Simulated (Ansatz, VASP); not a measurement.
# C (Diamond) in two plane-wave programs, part 2 of 2

One calculation is typed for both programs; each brings its own data sets. How far apart do they land? The structure shown comes from an earlier Ansatz run, which isn't shown and may have moved the atoms alone.

VASP 6.6.1 and Ansatz 0.2.0.

So far: Set-up; Ansatz: elastic constants, LDA.

### Step 3. VASP: elastic constants, LDA

Level of this step: LDA; plane waves and PAW (C) (VASP).

The same cell, functional (in two slightly different forms) and mesh now go to VASP, with its own data sets.

Lines of VASP's logs that name or quote its potential files are left out, and so is its time.

The input, INCAR:

```
SYSTEM = C
PREC = Accurate
ENCUT = 600
EDIFF = 1E-08
NELM = 120
ISMEAR = 0
SIGMA = 0.01
LREAL = .FALSE.
ALGO = Normal
GGA = CA
NBANDS = 10
LORBIT = 11
LWAVE = .FALSE.
LCHARG = .FALSE.
ISIF = 3
IBRION = 6
NFREE = 2
POTIM = 0.015
NSW = 1
LASPH = .TRUE.
GGA_COMPAT = .FALSE.
EFERMI = MIDGAP
```

The input, POSCAR:

```
C
1.0
    0.0000000000      1.7657382515      1.7657382515
    1.7657382515      0.0000000000      1.7657382515
    1.7657382515      1.7657382515      0.0000000000
C
2
Direct
    0.0000000000      0.0000000000      0.0000000000
    0.2500000000      0.2500000000      0.2500000000
```

The input, KPOINTS:

```
Automatic mesh
0
Gamma
10 10 10
0 0 0
```

Potentials, in the order of the species: C (LDA family, release 64).

Run with:

```sh
$ mpirun -np 1 vasp_std
```

Numbers of over 12 decimals in the logs are rounded to 6 here.

Log:

```text
[banner, memory and clock lines left out]
running    1 mpi-ranks, on    1 nodes
 distrk:  each k-point on    1 cores,    1 groups
 distr:  one band on    1 cores,    1 groups

 POSCAR found type information on POSCAR C
 POSCAR found :  1 types and       2 ions
 LDA part: xc-table for (Slater(with rela. corr.)+CA(PZ))
 , standard interpolation
 POSCAR, INCAR and KPOINTS ok, starting setup
 FFT: planning ... GRIDC
 FFT: planning ... GRID_SOFT
 FFT: planning ... GRID
 WAVECAR not read
 entering main loop
       N       E                     dE             d eps       ncg     rms          rms(c)
DAV:   1    -0.444284004620E+00   -0.44428E+00   -0.54672E+03   956   0.889E+02
DAV:   2    -0.207126104871E+02   -0.20268E+02   -0.19589E+02  1344   0.132E+02
DAV:   3    -0.211184068257E+02   -0.40580E+00   -0.40476E+00  1122   0.150E+01
DAV:   4    -0.211193392581E+02   -0.93243E-03   -0.93240E-03  1008   0.826E-01
DAV:   5    -0.211193405789E+02   -0.13208E-05   -0.13209E-05  1046   0.322E-02    0.589E+00
DAV:   6    -0.204759441233E+02    0.64340E+00   -0.36937E-01   966   0.450E+00    0.341E+00
DAV:   7    -0.202521354466E+02    0.22381E+00   -0.43327E-01  1018   0.489E+00    0.750E-01
DAV:   8    -0.202519462971E+02    0.18915E-03   -0.90468E-03   992   0.862E-01    0.265E-02
DAV:   9    -0.202519344026E+02    0.11894E-04   -0.33361E-05  1036   0.494E-02    0.195E-02
DAV:  10    -0.202519357888E+02   -0.13862E-05   -0.17697E-06  1030   0.121E-02    0.446E-03
DAV:  11    -0.202519357227E+02    0.66094E-07   -0.59151E-08  1116   0.201E-03    0.702E-04
DAV:  12    -0.202519357114E+02    0.11296E-07   -0.12478E-09   552   0.355E-04    0.148E-04
DAV:  13    -0.202519357091E+02    0.22690E-08   -0.75268E-11   512   0.934E-05
   1 F= -.20251936E+02 E0= -.20251936E+02  d E =0.000000E+00
[... from here on, the cycles between the ionic steps are left out ...]
   2 F= -.20244478E+02 E0= -.20244478E+02  d E =0.000000E+00
   3 F= -.20242310E+02 E0= -.20242310E+02  d E =0.000000E+00
   4 F= -.20244478E+02 E0= -.20244478E+02  d E =0.000000E+00
   5 F= -.20242310E+02 E0= -.20242310E+02  d E =0.000000E+00
   6 F= -.20244478E+02 E0= -.20244478E+02  d E =0.000000E+00
   7 F= -.20242310E+02 E0= -.20242310E+02  d E =0.000000E+00
   8 F= -.20247285E+02 E0= -.20247285E+02  d E =0.000000E+00
   9 F= -.20247285E+02 E0= -.20247285E+02  d E =0.000000E+00
  10 F= -.20247285E+02 E0= -.20247285E+02  d E =0.000000E+00
  11 F= -.20247285E+02 E0= -.20247285E+02  d E =0.000000E+00
  12 F= -.20247285E+02 E0= -.20247285E+02  d E =0.000000E+00
  13 F= -.20247285E+02 E0= -.20247285E+02  d E =0.000000E+00
  14 F= -.20247562E+02 E0= -.20247562E+02  d E =0.000000E+00
 Finite differences progress:
  Degree of freedom:   7/  7
  Displacement:        1/  2
  Total:              13/ 14
 bond charge predicted
       N       E                     dE             d eps       ncg     rms          rms(c)
DAV:   1    -0.202486223675E+02   -0.10600E-02   -0.13057E+00  3438   0.867E+00    0.265E-01
DAV:   2    -0.202481274151E+02    0.49495E-03   -0.70287E-03  3886   0.790E-01    0.155E-01
DAV:   3    -0.202475702984E+02    0.55712E-03   -0.12791E-03  3760   0.281E-01    0.176E-02
DAV:   4    -0.202475661749E+02    0.41235E-05   -0.56576E-05  3800   0.712E-02    0.106E-02
DAV:   5    -0.202475623805E+02    0.37944E-05   -0.92697E-06  3708   0.217E-02    0.886E-04
DAV:   6    -0.202475624132E+02   -0.32701E-07   -0.40873E-07  3842   0.574E-03    0.460E-04
DAV:   7    -0.202475624102E+02    0.30406E-08   -0.64697E-09  2420   0.607E-04
  15 F= -.20247562E+02 E0= -.20247562E+02  d E =0.000000E+00
 Finite differences progress:
  Degree of freedom:   7/  7
  Displacement:        2/  2
  Total:              14/ 14
```

Parts of OUTCAR (step 3):

```text
ion  position               nearest neighbor table
   1  0.000  0.000  0.000-   2 1.53   2 1.53   2 1.53   2 1.53
   2  0.250  0.250  0.250-   1 1.53   1 1.53   1 1.53   1 1.53

  LATTYP: Found a face centered cubic cell.
 ALAT       =     3.5314765030

 Subroutine GETGRP returns: Found 48 space group operations
 (whereof 24 operations were pure point group operations)

The static configuration has the point symmetry T_d .
 The point group associated with its full space group is O_h .

 Found     47 irreducible k-points:

   k-points           NKPTS =     47   k-points in BZ     NKDIM =     47   number of bands    NBANDS=     10

   dimension x,y,z NGX =    20 NGY =   20 NGZ =   20
   dimension x,y,z NGXF=    40 NGYF=   40 NGZF=   40

   ENCUT  =  600.0 eV  44.10 Ry    6.64 a.u.   4.99  4.99  4.99*2*pi/ulx,y,z

   NELECT =       8.0000    total number of electrons

 k-points in reciprocal lattice and weights: Automatic mesh
   0.00000000  0.00000000  0.00000000       0.001
   0.10000000  0.00000000  0.00000000       0.008
   0.20000000  0.00000000  0.00000000       0.008
   0.30000000  0.00000000  0.00000000       0.008
   0.40000000  0.00000000  0.00000000       0.008
   0.50000000  0.00000000  0.00000000       0.004
   0.10000000  0.10000000  0.00000000       0.006
   0.20000000  0.10000000  0.00000000       0.024
   0.30000000  0.10000000  0.00000000       0.024
[...]
-0.30000000  0.40000000  0.20000000       0.024
  -0.30000000  0.50000000  0.20000000       0.012

 average (electrostatic) potential at core
       1 -49.0719       2 -49.0719

 E-fermi :  12.3806

 k-point     1 :       0.0000    0.0000    0.0000
  band No.  band energies     occupation
      1     -11.5565      2.00000
      2       9.9273      2.00000
      3      10.1662      2.00000
      4      10.3984      2.00000
      5      15.5834      0.00000
      6      15.7856      0.00000
      7      15.9989      0.00000
      8      24.4047      0.00000
      9      29.5611      0.00000
    ...

 k-point     2 :       0.1000    0.0000    0.0000
  band No.  band energies     occupation
      1     -11.2745      2.00000
      2       8.5622      2.00000
      3       9.4951      2.00000
      4       9.7936      2.00000
      5      16.2754      0.00000
      6      16.5793      0.00000
      7      16.7315      0.00000
      8      24.5513      0.00000
      9      30.0040      0.00000
    ...

 k-point     3 :       0.2000    0.0000    0.0000
  band No.  band energies     occupation
      1     -10.4324      2.00000
      2       5.2817      2.00000
      3       8.6314      2.00000
      4       8.8968      2.00000
      5      17.3843      0.00000
      6      17.7142      0.00000
      7      18.1186      0.00000
      8      24.9479      0.00000
      9      30.7836      0.00000
    ...

  Total        0.0675214      0.0721309      0.0721309      0.0000000     -0.0652648      0.0000000
  in kB        9.8252356     10.4959763     10.4959763      0.0000000     -9.4968713      0.0000000
  external PRESSURE =      10.2723960 kB  Pullay stress =       0.0000000 kB

  energy-cutoff  :      600.00
  volume of cell :       11.01
      direct lattice vectors                 reciprocal lattice vectors
     0.000000000  1.765738251  1.765738251    -0.283167678  0.283167678  0.283167678
     1.765738251  0.000000000  1.765738251     0.283167678 -0.283167678  0.283167678
     1.765738251  1.765738251  0.000000000     0.283167678  0.283167678 -0.283167678

 POSITION                                       TOTAL-FORCE (eV/Angst)
 -----------------------------------------------------------------------------------
     -0.01500      0.00000      0.00000         0.582979      0.000000      0.000000
      0.88287      0.88287      0.88287        -0.582979     -0.000000     -0.000000
 -----------------------------------------------------------------------------------
    total drift:                                0.000010     -0.000000     -0.000001

  FREE ENERGIE OF THE ION-ELECTRON SYSTEM (eV)
  ---------------------------------------------------
  free  energy   TOTEN  =       -20.2475624102 eV

  energy  without entropy=      -20.2475624102  energy(sigma->0) =      -20.24756241

  SYMMETRIZED ELASTIC MODULI (kBar)
 Direction    XX          YY          ZZ          XY          YZ          ZX
 --------------------------------------------------------------------------------
 XX       11036.4503   1495.2972   1495.2972     -0.0000     -0.0000     -0.0000
 YY        1495.2972  11036.4503   1495.2972     -0.0000      0.0000      0.0000
 ZZ        1495.2972   1495.2972  11036.4503     -0.0000      0.0000     -0.0000
 XY          -0.0000     -0.0000     -0.0000   6016.9468     -0.0000     -0.0000
 YZ          -0.0000      0.0000      0.0000     -0.0000   6016.9468     -0.0000
 ZX          -0.0000      0.0000     -0.0000     -0.0000     -0.0000   6016.9468
 --------------------------------------------------------------------------------

 Eigenvectors and eigenvalues of the dynamical matrix
 ----------------------------------------------------

   1 f  =   39.770500 THz   249.885418 2PiTHz 1326.601069 cm-1   164.477496 meV
             X         Y         Z           dx          dy          dz
      0.000000  0.000000  0.000000     0.707107    0.000000    0.000000
      0.882869  0.882869  0.882869    -0.707107    0.000000    0.000000

   2 f  =   39.770500 THz   249.885418 2PiTHz 1326.601069 cm-1   164.477496 meV
             X         Y         Z           dx          dy          dz
      0.000000  0.000000  0.000000     0.000000    0.291372    0.644284
      0.882869  0.882869  0.882869     0.000000   -0.291372   -0.644284

   3 f  =   39.770500 THz   249.885418 2PiTHz 1326.601069 cm-1   164.477496 meV
             X         Y         Z           dx          dy          dz
      0.000000  0.000000  0.000000     0.000000    0.644284   -0.291372
      0.882869  0.882869  0.882869     0.000000   -0.644284    0.291372

   4 f  =    0.000000 THz     0.000000 2PiTHz    0.000000 cm-1     0.000000 meV
             X         Y         Z           dx          dy          dz
      0.000000  0.000000  0.000000     0.707107    0.000000    0.000000
      0.882869  0.882869  0.882869     0.707107    0.000000    0.000000

   5 f/i=    0.000000 THz     0.000001 2PiTHz    0.000008 cm-1     0.000001 meV
             X         Y         Z           dx          dy          dz
      0.000000  0.000000  0.000000     0.000000   -0.609057    0.359235
      0.882869  0.882869  0.882869     0.000000   -0.609057    0.359235

   6 f/i=    0.000001 THz     0.000003 2PiTHz    0.000017 cm-1     0.000002 meV
             X         Y         Z           dx          dy          dz
      0.000000  0.000000  0.000000     0.000000    0.359235    0.609057
      0.882869  0.882869  0.882869     0.000000    0.359235    0.609057

 ELASTIC MODULI CONTR FROM IONIC RELAXATION (kBar)
 Direction    XX          YY          ZZ          XY          YZ          ZX
 --------------------------------------------------------------------------------
 XX          -0.0000      0.0000      0.0000     -0.0000      0.0000     -0.0000
 YY           0.0000     -0.0000      0.0000     -0.0000     -0.0000      0.0000
 ZZ           0.0000      0.0000     -0.0000      0.0000     -0.0000     -0.0000
 XY          -0.0000     -0.0000      0.0000    -70.9272      0.0000      0.0000
 YZ           0.0000     -0.0000     -0.0000      0.0000    -70.9272      0.0000
 ZX          -0.0000      0.0000     -0.0000      0.0000      0.0000    -70.9272
 --------------------------------------------------------------------------------

 TOTAL ELASTIC MODULI (kBar)
 Direction    XX          YY          ZZ          XY          YZ          ZX
 --------------------------------------------------------------------------------
 XX       11036.4503   1495.2972   1495.2972     -0.0000     -0.0000     -0.0000
 YY        1495.2972  11036.4503   1495.2972     -0.0000     -0.0000      0.0000
 ZZ        1495.2972   1495.2972  11036.4503     -0.0000     -0.0000     -0.0000
 XY          -0.0000     -0.0000     -0.0000   5946.0196     -0.0000     -0.0000
 YZ          -0.0000     -0.0000     -0.0000     -0.0000   5946.0196     -0.0000
 ZX          -0.0000      0.0000     -0.0000     -0.0000     -0.0000   5946.0196
 --------------------------------------------------------------------------------

 total charge
# of ion       s       p       d       tot
------------------------------------------
    1        0.822   1.786   0.000   2.608
    2        0.822   1.786   0.000   2.608
--------------------------------------------------
tot          1.643   3.572   0.000   5.215

[... 3 further parts left out ...]
```

CONTCAR:

```
C
   1.00000000000000
     0.0000000000000000    1.7657382515000000    1.7657382515000000
     1.7657382515000000    0.0000000000000000    1.7657382515000000
     1.7657382515000000    1.7657382515000000    0.0000000000000000
  C
     2
Direct
     0.0042475151646223   -0.0042475151646223   -0.0042475151646223
     0.2500000000000000    0.2500000000000000    0.2500000000000000
```

Levels, forces or a CONTCAR printed for this step are those of its last displaced cell, not of the structure at rest.

### Step 4. Differences

Known differences besides the potentials themselves: the two LDA forms differ slightly; fixed occupations in Ansatz, narrow Gaussian smearing in VASP; the cutoff is 420 eV in Ansatz and 600 eV in VASP; VASP's log shows a relativistic correction to its local exchange, Ansatz's none; VASP takes each elastic constant from one size of strain, Ansatz from those that its log lists. Total energies have different zeros and are not compared.

The two programs side by side:

| quantity | Ansatz | VASP | difference |
| --- | --- | --- | --- |
| C11 (GPa) | 1104.7 | 1103.7 | +0.10 % |
| C22 (GPa) | 1104.7 | 1103.7 | +0.10 % |
| C33 (GPa) | 1104.7 | 1103.7 | +0.10 % |
| C12 (GPa) | 149.1 | 149.5 | -0.26 % |
| C13 (GPa) | 149.1 | 149.5 | -0.26 % |
| C23 (GPa) | 149.1 | 149.5 | -0.26 % |
| C44 (GPa) | 593.4 | 594.6 | -0.20 % |
| C55 (GPa) | 593.4 | 594.6 | -0.20 % |
| C66 (GPa) | 593.4 | 594.6 | -0.20 % |

### Step 5. Outcome

```yaml
difference_in_c12_elastic_constants_lda: -0.26 %
```

In words: The difference in C12 is -0.26 % (elastic constants, LDA), within the 5 % picked in this series as the mark of a large difference. How closely two codes agree says nothing of how well the functional describes the real material.

[Lines on the potential files, build, host, timing and source positions are cut from VASP's logs without a mark.]

[Logs are printed without paths, hosts, clocks, repeated set-up lines and the standing remarks that a program may print on its own settings, such as how far it seeks lower states.]

[Hosts, paths, dates, database ids (printed as entryN), source tags and the programs' standing remarks are cut or masked in the printed files.]
